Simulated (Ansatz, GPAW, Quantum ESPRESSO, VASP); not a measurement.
One structure in several programs: NaH2Pd3 (Cmmm, 6 atoms in the cell)

Self-consistent single point, at a second geometry (lattice scaled by 0.98). First geometry:

```
NaH2Pd3
1.0
    2.82657    -4.31030     0.00000
    2.82657     4.31030     0.00000
    0.00000     0.00000     2.81356
Na H Pd
1 2 3
Cartesian
  2.82657   0.00000   0.00000
  2.82657   2.45144   0.00000
  2.82657  -2.45144   0.00000
  0.00000   0.00000   0.00000
  1.41328  -2.15515   1.40678
  1.41328   2.15515   1.40678
```

Shared settings, as Ansatz (a program for electronic structure) writes them: kpoints.mp_grid.grid = 5 5 8; scf.occupations.method = fermi_dirac; scf.occupations.width = 0.1 eV. Potentials and cutoffs stand in the table.

```json
[
 {"code": "Ansatz", "model": "PBEsol, PAW files made with PBE", "ΔF from the first geometry (meV/atom)": "3.7", "pressure (GPa)": "5.15", "largest force (eV/Å)": "0.091", "cutoff": "420 eV"},
 {"code": "GPAW", "model": "PBEsol, GPAW PAW datasets PBEsol (made by gpaw-setup)", "ΔF from the first geometry (meV/atom)": "6.6", "pressure (GPa)": "6.00", "largest force (eV/Å)": "0.105", "cutoff": "850 eV"},
 {"code": "VASP", "model": "PBEsol, VASP's PBE PAW potentials (set 64)", "ΔF from the first geometry (meV/atom)": "4.5", "pressure (GPa)": "4.65", "largest force (eV/Å)": "0.104", "cutoff": "300 eV"},
 {"code": "Quantum ESPRESSO", "model": "PBEsol, GBRV 1.5 ultrasoft (PBESOL) pseudopotentials", "ΔF from the first geometry (meV/atom)": "6.1", "pressure (GPa)": "5.90", "largest force (eV/Å)": "0.102", "cutoff": "40 Ry"}
]
```

For VASP (by 0.8 GPa) the energy change implies a higher mean pressure, against the two pressures, than for the other programs: a sign of finite-basis (Pulay) stress.

On Ansatz's run: spin polarisation is off.

The spread over the programs that give each value: ΔF from the first geometry within 2.9 meV/atom; pressure within 1.35 GPa; largest force within 0.014 eV/Å.

Ansatz's pressure is given at a fixed set of plane waves, as the other plane-wave codes print theirs; with its correction for the finite basis it is 5.22 GPa.

VASP's run is marked for a possible Pulay error in its stress at this cutoff; no cutoff test was made.

The starting cell comes from a database of computed structures (which also holds hypothetical and non-ambient phases and stackings), without a prior relaxation at this level. For this run, on top of that: lattice scaled by 0.98.

Left out of this page: ABINIT, CP2K, FLEUR and SIESTA (not drawn, or without a comparable value).

Keys are those of Ansatz 0.2.
